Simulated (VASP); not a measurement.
A convergence study with VASP on Cu$_{3}$Au (L1_2): one setting is varied, all else stays as given below, so the limit is that of these other settings. ε∞ is the independent-particle value.

```
CELL_PARAMETERS angstrom
      3.75000     0.00000     0.00000
      0.00000     3.75000     0.00000
      0.00000     0.00000     3.75000
ATOMIC_POSITIONS crystal
  Cu 0.00000 0.50000 0.50000
  Cu 0.50000 0.00000 0.50000
  Cu 0.50000 0.50000 0.00000
  Au 0.00000 0.00000 0.00000
```

The numbers are results of PBE GGA, VASP's PBE PAW potentials (set 64) (plane waves; VASP 6.6.1), not measurements. The tightest run used: 550 eV cut-off, 7×7×7 Γ-centred mesh, first-order Methfessel-Paxton smearing of 0.10 eV, potentials Cu Au.

Q: The settings run are NBANDS = 23; NBANDS = 24; NBANDS = 26; NBANDS = 30; NBANDS = 38; NBANDS = 54; NBANDS = 86; NBANDS = 150. From which on does the energy per atom stay within 0.002 eV/atom of the tightest run?

A: From NBANDS = 24 on: it is off by 0.0000 there and by no more than 0.002 in any finer run, while NBANDS = 23 is off by 0.0035.
```csv
setting,E (eV/atom),bands,difference judged (eV/atom)
NBANDS = 23,-3.6383,23,0.0035
NBANDS = 24,-3.6418,24,0.0000
NBANDS = 26,-3.6418,26,0.0000
NBANDS = 30,-3.6418,30,0.0000
NBANDS = 38,-3.6418,38,0.0000
NBANDS = 54,-3.6418,54,0.0000
NBANDS = 86,-3.6418,86,0.0000
NBANDS = 150,-3.6418,150,0.0000
```

VASP warned of too few bands at NBANDS = 23; NBANDS = 24.

Left out are rungs that failed or repeat a setting and relaxations that didn't move; long series are thinned to 24 rows.

The compound is Cu3Au in the L1_2 structure. The cell was not relaxed at this level. VASP warned that the highest band is occupied, so more bands are needed.
